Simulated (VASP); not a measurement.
Data:

```xyz
6
Lattice="4.1273 0.0000 0.0000 0.0000 6.2179 0.0000 0.0000 0.0000 6.4391" Properties=species:S:1:pos:R:3 pbc="T T T"
Ca     4.1273     0.0000     0.0000
Ca     2.0636     3.1090     3.2195
Cl     4.1273     1.7259     2.1102
Cl     2.0636     4.8348     1.1093
Cl     2.0636     1.3831     5.3298
Cl     0.0000     4.4921     4.3288
```

The numbers are results of PBEsol GGA, VASP's PBE PAW potentials (set 64) (plane waves; VASP 6.6.1), not measurements. Run with 400 eV cut-off, 6×4×4 Γ-centred mesh, tetrahedra with Blöchl corrections, potentials Ca_sv Cl.

The cores are frozen, which limits the accuracy of field gradients.

Problem. Give the principal components of the electric field gradient (V/Å²) and the asymmetry η at each nucleus.

Solution. 
```csv
atom,Vxx,Vyy,Vzz,η
Ca1,6.5,1.5,-8.0,0.64
Ca2,6.5,1.5,-8.0,0.64
Cl3,35.6,12.8,-48.4,0.47
Cl4,35.6,12.8,-48.4,0.47
Cl5,35.6,12.8,-48.4,0.47
Cl6,35.6,12.8,-48.4,0.47
```

The compound is CaCl2 in the sg58 structure. It was relaxed first.
